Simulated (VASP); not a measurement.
```
CELL_PARAMETERS angstrom
      0.00000     3.64790     3.64790
      3.64790     0.00000     3.64790
      3.64790     3.64790     0.00000
ATOMIC_POSITIONS crystal
  K  0.25000 0.25000 0.25000
  K  0.75000 0.75000 0.75000
  S  0.00000 0.00000 0.00000
```

Computed with rev-vdW-DF2, VASP's PBE PAW potentials (set 64) (plane waves; VASP 6.6.1). Run with 520 eV cut-off, 5×5×5 Γ-centred mesh, Gaussian smearing of 0.050 eV, potentials K_sv S.

Q: The job: K$_{2}$S (antifluorite), 3 atoms, rev-vdW-DF2, static run, 520 eV, 5×5×5 Γ-centred mesh. Roughly how much core time does it take on a busy server core?

A: About 2 core-minutes (one run on a shared machine, a rough figure). It had 10 irreducible k-points, 16 bands, up to 2685 plane waves and 15 electronic steps.

The compound is K2S in the antifluorite structure. This cell is one point of a volume scan, at 0.97 of the reference volume.
